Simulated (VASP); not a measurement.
Output of a VASP run:

**OSZICAR**
```
...
RMM:   2    -0.450668000610E+03   -0.58679E-04   -0.64815E-04   458   0.571E-02    0.125E-02
RMM:   3    -0.450668002604E+03   -0.19940E-05   -0.53850E-05   369   0.168E-02    0.834E-03
RMM:   4    -0.450668001811E+03    0.79353E-06   -0.12655E-05   270   0.712E-03
   9 F= -.45066800E+03 E0= -.45066800E+03  d E =-.595542E-02
       N       E                     dE             d eps       ncg     rms          rms(c)
DAV:   1    -0.450668274343E+03   -0.27174E-03   -0.14950E+00   484   0.294E+00    0.194E-01
RMM:   2    -0.450670846349E+03   -0.25720E-02   -0.28183E-02   458   0.375E-01    0.752E-02
RMM:   3    -0.450670951346E+03   -0.10500E-03   -0.20580E-03   461   0.108E-01    0.495E-02
RMM:   4    -0.450670922897E+03    0.28449E-04   -0.54521E-04   462   0.466E-02    0.136E-02
RMM:   5    -0.450670936865E+03   -0.13968E-04   -0.15337E-04   457   0.194E-02    0.796E-03
RMM:   6    -0.450670937959E+03   -0.10938E-05   -0.11215E-05   267   0.700E-03
  10 F= -.45067094E+03 E0= -.45067094E+03  d E =-.293615E-02
       N       E                     dE             d eps       ncg     rms          rms(c)
DAV:   1    -0.450670387554E+03    0.54931E-03   -0.60729E-01   484   0.188E+00    0.123E-01
RMM:   2    -0.450671437759E+03   -0.10502E-02   -0.11501E-02   458   0.239E-01    0.480E-02
RMM:   3    -0.450671480319E+03   -0.42559E-04   -0.84052E-04   461   0.687E-02    0.317E-02
RMM:   4    -0.450671468676E+03    0.11643E-04   -0.22459E-04   457   0.298E-02    0.864E-03
RMM:   5    -0.450671474342E+03   -0.56659E-05   -0.61740E-05   348   0.124E-02
  11 F= -.45067147E+03 E0= -.45067147E+03  d E =-.347253E-02
       N       E                     dE             d eps       ncg     rms          rms(c)
DAV:   1    -0.450670451652E+03    0.10170E-02   -0.14536E+00   474   0.292E+00    0.190E-01
RMM:   2    -0.450672992914E+03   -0.25413E-02   -0.27758E-02   458   0.375E-01    0.745E-02
RMM:   3    -0.450673106839E+03   -0.11392E-03   -0.21717E-03   469   0.108E-01    0.486E-02
RMM:   4    -0.450673081648E+03    0.25191E-04   -0.56776E-04   465   0.469E-02    0.132E-02
RMM:   5    -0.450673095054E+03   -0.13407E-04   -0.14749E-04   456   0.192E-02    0.828E-03
RMM:   6    -0.450673096183E+03   -0.11287E-05   -0.11948E-05   269   0.715E-03
  12 F= -.45067310E+03 E0= -.45067310E+03  d E =-.162184E-02
       N       E                     dE             d eps       ncg     rms          rms(c)
DAV:   1    -0.450673080300E+03    0.14754E-04   -0.22101E-02   524   0.360E-01    0.230E-02
RMM:   2    -0.450673119105E+03   -0.38805E-04   -0.42476E-04   458   0.462E-02    0.927E-03
RMM:   3    -0.450673120731E+03   -0.16263E-05   -0.33917E-05   316   0.134E-02    0.607E-03
RMM:   4    -0.450673120358E+03    0.37319E-06   -0.85773E-06   267   0.583E-03
  13 F= -.45067312E+03 E0= -.45067312E+03  d E =-.164602E-02
       N       E                     dE             d eps       ncg     rms          rms(c)
DAV:   1    -0.450672374466E+03    0.74627E-03   -0.86327E-01   516   0.228E+00    0.147E-01
RMM:   2    -0.450673884089E+03   -0.15096E-02   -0.16509E-02   458   0.292E-01    0.576E-02
RMM:   3    -0.450673935345E+03   -0.51256E-04   -0.12883E-03   467   0.842E-02    0.375E-02
RMM:   4    -0.450673916780E+03    0.18565E-04   -0.34705E-04   464   0.371E-02    0.936E-03
RMM:   5    -0.450673924944E+03   -0.81632E-05   -0.86414E-05   385   0.152E-02
  14 F= -.45067392E+03 E0= -.45067392E+03  d E =-.804586E-03
```

**OUTCAR**
```
------------------------ aborting loop because EDIFF is reached ----------------------------------------
  FORCE on cell =-STRESS in cart. coord.  units (eV):
  Direction    XX          YY          ZZ          XY          YZ          ZX
  --------------------------------------------------------------------------------------
  Total      -34.4650703    -34.5252533    -30.0351208      2.0772305     -0.0025328      0.0014313
  in kB      -61.0434722    -61.1500665    -53.1972820      3.6791267     -0.0044860      0.0025351
  external PRESSURE =     -58.4636069 kB  Pullay stress =       0.0000000 kB
  volume of cell :      904.59
      direct lattice vectors                 reciprocal lattice vectors
     9.649823631  0.000000000  0.000000000     0.103628837  0.000000000  0.000000000
     0.000000000  9.649823631  0.000000000     0.000000000  0.103628837  0.000000000
     0.000000000  0.000000000  9.714305805     0.000000000  0.000000000  0.102940964
 POSITION                                       TOTAL-FORCE (eV/Angst)
 -----------------------------------------------------------------------------------
      0.00140      0.00012      9.71331         0.004261      0.005093      0.011556
      2.40512      2.40368      1.62182         0.006897      0.003720      0.012107
      0.00033      0.00050      3.23779         0.003912      0.004576     -0.001729
      2.40503      2.40353      4.85471         0.005291      0.005493     -0.010561
      0.00044      0.00095      6.47661         0.006388      0.005645      0.000980
      2.41368      2.41158      8.09596         0.008286      0.007024     -0.021976
      0.00212      4.82387      9.71283        -0.001538      0.003855      0.012241
      2.41513      7.23578      1.61229        -0.004880      0.003723     -0.000322
      0.00144      4.82548      3.23797        -0.006843     -0.008559      0.002675
      2.41490      7.23616      4.86504         0.010252     -0.008735     -0.006451
      0.00227      4.82395      6.47747        -0.002411     -0.001754     -0.011675
      2.41311      7.23720      8.09512         0.004961      0.000759      0.009148
      4.82640      9.64918      9.71288        -0.001760     -0.000224      0.010743
      7.23630      2.41488      1.61175        -0.002424     -0.005798      0.013902
      4.82568      0.00049      3.23806         0.000164     -0.000351      0.003135
      7.23607      2.41417      4.86517         0.001085      0.000359     -0.019141
      4.82642      9.64874      6.47767         0.000130      0.004645     -0.008234
      7.23810      2.41303      8.09553        -0.003014      0.001645      0.008642
      4.82534      4.82658      0.00014         0.003776     -0.008686     -0.011762
      7.24717      7.24544      1.62226        -0.004011     -0.005466      0.012019
      7.24727      7.24550      4.85504        -0.006716     -0.006243     -0.019228
      4.82692      4.82501      6.47727        -0.015945      0.007408      0.010487
      7.24162      7.23899      8.09602        -0.015084     -0.008789     -0.010152
      1.47598      1.47559      9.71189         0.000246     -0.004472      0.004100
      3.88404      0.92229      1.61549         0.003756      0.001561      0.001438
      0.92549      3.88374      1.61649        -0.002798      0.004937     -0.002935
      3.34119      3.33844      9.71242        -0.008168     -0.003925      0.002527
      1.45514      1.45572      3.23800         0.015880      0.012554      0.001796
      3.88354      0.92216      4.86098         0.010573      0.000827     -0.000087
      0.92678      3.88502      4.85935        -0.012464      0.000903      0.004328
      3.29800      3.29195      3.23828        -0.001502      0.004071      0.000191
      1.47531      1.47522      6.47886         0.007027      0.006460      0.000437
      3.89456      0.93753      8.09502         0.008993      0.010477      0.001601
      0.93912      3.89184      8.09523         0.006970      0.012860      0.004072
      3.33659      3.34221      6.47812         0.007005     -0.013983      0.008987
      1.45620      6.31871      9.70424        -0.000748     -0.000558     -0.002418
      3.86320      5.78754      1.54006         0.010110     -0.005833     -0.011587
      0.93675      8.71289      1.61406         0.006458     -0.001958     -0.004596
      3.33136      8.19509      9.70416         0.003546      0.003811     -0.003917
      1.48376      6.30028      3.23928        -0.000018      0.003619     -0.006606
      3.86906      5.79175      4.93844        -0.010825     -0.002818      0.002193
      0.93678      8.71353      4.86240         0.002735     -0.003031      0.001052
      3.34737      8.17130      3.23855         0.005081     -0.009213     -0.001711
      1.45809      6.31679      6.48626        -0.005691      0.005842      0.004178
      3.89041      5.76034      8.09556         0.007786     -0.002356     -0.000519
      0.93171      8.71707      8.09462         0.014505     -0.010671      0.005242
      3.33000      8.19711      6.48724         0.003823     -0.004427      0.000562
      6.31843      1.45617      9.70490         0.004109     -0.001674     -0.010123
      8.71387      0.93681      1.61296        -0.000381      0.001508      0.004165
      5.79065      3.86624      1.53844        -0.002906     -0.006323     -0.007115
      8.19737      3.33001      9.70461        -0.001284      0.004944     -0.010650
      6.30239      1.48074      3.23782        -0.000257      0.009110      0.003891
      8.71353      0.93688      4.86191         0.000020      0.002774      0.007380
      5.78689      3.86042      4.93933        -0.002396      0.009553     -0.004169
      8.17132      3.34769      3.23828        -0.010620      0.001404      0.005236
      6.32026      1.45402      6.48700        -0.000795     -0.000695      0.003886
...
```
(Selected blocks of OUTCAR.)

File POSCAR:
```
InSn23O48
1
    9.6498236311     0.0000000000     0.0000000000
    0.0000000000     9.6498236311     0.0000000000
    0.0000000000     0.0000000000     9.7143058054
Sn O In
23 48 1
Direct
  0.0000000000   0.0000000000   0.0000000000
  0.2500000000   0.2500000000   0.1666670000
  0.0000000000   0.0000000000   0.3333330000
  0.2500000000   0.2500000000   0.5000000000
  0.0000000000   0.0000000000   0.6666670000
  0.2500000000   0.2500000000   0.8333330000
  0.0000000000   0.5000000000   0.0000000000
  0.2500000000   0.7500000000   0.1666670000
  0.0000000000   0.5000000000   0.3333330000
  0.2500000000   0.7500000000   0.5000000000
  0.0000000000   0.5000000000   0.6666670000
  0.2500000000   0.7500000000   0.8333330000
  0.5000000000   0.0000000000   0.0000000000
  0.7500000000   0.2500000000   0.1666670000
  0.5000000000   0.0000000000   0.3333330000
  0.7500000000   0.2500000000   0.5000000000
  0.5000000000   0.0000000000   0.6666670000
  0.7500000000   0.2500000000   0.8333330000
  0.5040010000   0.4962300000   0.9984790000
  0.7500000000   0.7500000000   0.1666670000
  0.7500000000   0.7500000000   0.5000000000
  0.4955690000   0.5033260000   0.6672980000
  0.7500000000   0.7500000000   0.8333330000
  0.1535000000   0.1535000000   0.0000000000
  0.4035000000   0.0965000000   0.1666670000
  0.0965000000   0.4035000000   0.1666670000
  0.3465000000   0.3465000000   0.0000000000
  0.1535000000   0.1535000000   0.3333330000
  0.4035000000   0.0965000000   0.5000000000
  0.0965000000   0.4035000000   0.5000000000
  0.3499060000   0.3441090000   0.3298740000
  0.1535000000   0.1535000000   0.6666670000
  0.4035000000   0.0965000000   0.8333330000
  0.0965000000   0.4035000000   0.8333330000
  0.3465000000   0.3465000000   0.6666670000
  0.1535000000   0.6535000000   0.0000000000
  0.4009430000   0.6002710000   0.1685890000
  0.0965000000   0.9035000000   0.1666670000
  0.3465000000   0.8465000000   0.0000000000
  0.1535000000   0.6535000000   0.3333330000
  0.4082360000   0.5995220000   0.4998070000
  0.0965000000   0.9035000000   0.5000000000
  0.3465000000   0.8465000000   0.3333330000
  0.1535000000   0.6535000000   0.6666670000
  0.4035000000   0.5965000000   0.8333330000
  0.0965000000   0.9035000000   0.8333330000
  0.3465000000   0.8465000000   0.6666670000
  0.6535000000   0.1535000000   0.0000000000
  0.9035000000   0.0965000000   0.1666670000
  0.6009960000   0.4030010000   0.1655360000
  0.8465000000   0.3465000000   0.0000000000
  0.6535000000   0.1535000000   0.3333330000
  0.9035000000   0.0965000000   0.5000000000
  0.5964830000   0.4014340000   0.5022850000
  0.8465000000   0.3465000000   0.3333330000
  0.6535000000   0.1535000000   0.6666670000
  0.9035000000   0.0965000000   0.8333330000
  0.5965000000   0.4035000000   0.8333330000
  0.8465000000   0.3465000000   0.6666670000
  0.6535000000   0.6535000000   0.0000000000
  0.9035000000   0.5965000000   0.1666670000
  0.5965000000   0.9035000000   0.1666670000
  0.8465000000   0.8465000000   0.0000000000
  0.6541510000   0.6508150000   0.3316850000
  0.9035000000   0.5965000000   0.5000000000
  0.5965000000   0.9035000000   0.5000000000
  0.8465000000   0.8465000000   0.3333330000
  0.6535000000   0.6535000000   0.6666670000
  0.9035000000   0.5965000000   0.8333330000
  0.5965000000   0.9035000000   0.8333330000
  0.8465000000   0.8465000000   0.6666670000
  0.4995930000   0.5021390000   0.3381410000
```

Write an INCAR and KPOINTS that could have produced this output.

One answer among several that fit: the input of the run itself, PBE GGA, plane waves, VASP's PBE PAW potentials (set 64).

**KPOINTS**
```
Automatic mesh
0
Gamma
1 1 1
0 0 0
```

### INCAR
```
# general
SYSTEM   =  InSn23O48
PREC     =  Normal
ENCUT    =  400
LREAL    =  Auto
LASPH    =  .True.
ISYM     =  0
NELECT   =  382.0

# electronic loop
EDIFF    =  1E-5
NELM     =  100
NELMIN   =  4
ALGO     =  Fast
LMAXMIX  =  4

# smearing
ISMEAR   =  0
SIGMA    =  0.05

# functional
GGA      =  PE

# ions
IBRION   =  2
NSW      =  60
ISIF     =  2
EDIFFG   =  -0.03

# output
LWAVE    =  .False.
LCHARG   =  .False.
```

POTCAR, in this order: Sn O In (PBE.64 set). Program: vasp_gam.

At this cut-off the stress carries a Pulay error, which pulls relaxed volumes low. The cell is charged, with a uniform compensating background. The supercell is sampled at Γ alone, which is coarse: total energies, pressure and levels can be off, energies of defects by several tenths of an eV.

The cell is a supercell with a defect, built from SnO2 (rutile): In_Sn, charge +1. The run is not spin-polarised, so no state with unpaired spins was tried.
